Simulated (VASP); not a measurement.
Level of theory: PBEsol GGA, VASP's PBE PAW potentials (set 64) (plane waves; VASP).

Input for VASP

**KPOINTS**
```
k-points along high-symmetry lines
15
Line-mode
Reciprocal
  0.000000   0.000000   0.000000 ! GAMMA
 -0.500000  -0.500000   0.000000 ! X

 -0.500000  -0.500000   0.000000 ! X
 -0.375000  -0.375000   0.250000 ! U

 -0.375000   0.000000   0.375000 ! K
  0.000000   0.000000   0.000000 ! GAMMA

  0.000000   0.000000   0.000000 ! GAMMA
  0.000000   0.000000   0.500000 ! L

  0.000000   0.000000   0.500000 ! L
 -0.500000  -0.250000   0.250000 ! W

 -0.500000  -0.250000   0.250000 ! W
 -0.500000  -0.500000   0.000000 ! X
```

File POSCAR:
```
VSe
3.9542830
  0.0000000000   0.7071067840   0.7071067840
  0.7071067840   0.0000000000   0.7071067840
  0.7071067840   0.7071067840   0.0000000000
V Se
1 1
Cartesian
  0.0000000000   0.0000000000   0.0000000000
  0.3535533920   0.3535533920   0.3535533920
```

### INCAR
```
SYSTEM = VSe
PREC = Accurate
ENCUT = 400
EDIFF = 1E-7
NELM = 100
ALGO = Normal
LREAL = .FALSE.
LASPH = .TRUE.
ISMEAR = 0
SIGMA = 0.05
GGA = PS
LMAXMIX = 4
ISPIN = 2
MAGMOM = -2.1 0.1
LORBIT = 11
LWAVE = .FALSE.
LCHARG = .FALSE.
ICHARG = 11
```

POTCAR, in this order: V_sv Se (PBE.64 set). Program: vasp_std. Read from the step before: CHGCAR.

Output

OSZICAR:
```
       N       E                     dE             d eps       ncg     rms          rms(c)
DAV:   1     0.120854738249E+03    0.12085E+03   -0.86255E+03  5368   0.108E+03
DAV:   2    -0.902019452699E+01   -0.12987E+03   -0.12653E+03  5430   0.319E+02
DAV:   3    -0.137548235029E+02   -0.47346E+01   -0.46843E+01  6344   0.628E+01
DAV:   4    -0.138015675862E+02   -0.46744E-01   -0.46737E-01  5400   0.631E+00
DAV:   5    -0.138019555514E+02   -0.38797E-03   -0.38796E-03  6180   0.604E-01
DAV:   6    -0.138019602634E+02   -0.47120E-05   -0.47120E-05  5490   0.717E-02
DAV:   7    -0.138019603525E+02   -0.89070E-07   -0.89305E-07  6150   0.948E-03
   1 F= -.13801960E+02 E0= -.13801253E+02  d E =-.141516E-02  mag=    -2.4015
```

File OUTCAR:
```



 magnetization (x)

# of ion       s       p       d       tot
------------------------------------------
    1       -0.043  -0.011  -1.968  -2.023
    2        0.012   0.108  -0.037   0.083
--------------------------------------------------
tot         -0.031   0.097  -2.006  -1.940
```
(Selected blocks of OUTCAR.)

### OUTCAR
```
 val. band max:        5.0408958122   @ k =  -0.4286  -0.4286   0.0000

 cond. band min:       5.0521647170   @ k =  -0.2679   0.0000   0.2679



 spin component 1

 k-point     1 :       0.0000    0.0000    0.0000
  band No.  band energies     occupation
      1     -57.4987      1.00000
      2     -31.5221      1.00000
      3     -31.5221      1.00000
      4     -31.5221      1.00000
      5      -9.2545      1.00000
      6       1.6299      1.00000
      7       1.6299      1.00000
      8       1.6299      1.00000
      9       6.5585      0.00000
     10       6.5585      0.00000
     11       7.0990      0.00000
     12       9.3367      0.00000
     13       9.3367      0.00000
     14       9.3367      0.00000

 k-point     2 :      -0.0357   -0.0357    0.0000
  band No.  band energies     occupation
      1     -57.4984      1.00000
      2     -31.5221      1.00000
      3     -31.5218      1.00000
      4     -31.5218      1.00000
      5      -9.2440      1.00000
      6       1.5906      1.00000
      7       1.6313      1.00000
      8       1.6313      1.00000
      9       6.5331      0.00000
     10       6.5657      0.00000
     11       7.1616      0.00000
     12       9.2928      0.00000
     13       9.2928      0.00000
     14       9.3422      0.00000

 k-point     3 :      -0.0714   -0.0714    0.0000
  band No.  band energies     occupation
      1     -57.4983      1.00000
      2     -31.5232      1.00000
      3     -31.5221      1.00000
      4     -31.5221      1.00000
      5      -9.2127      1.00000
      6       1.4789      1.00000
      7       1.6352      1.00000
      8       1.6352      1.00000
      9       6.4586      0.00000
     10       6.5869      0.00000
     11       7.3400      0.00000
     12       9.1679      0.00000
     13       9.1679      0.00000
     14       9.3526      0.00000

 k-point     4 :      -0.1071   -0.1071    0.0000
...
```

The density is held fixed in this step, so its total energy and stress have no physical meaning.

The structure was generated: VSe was put into the zinc blende type (F-43m), which need not be its known phase. It was relaxed first, which changed the volume by -30 %.
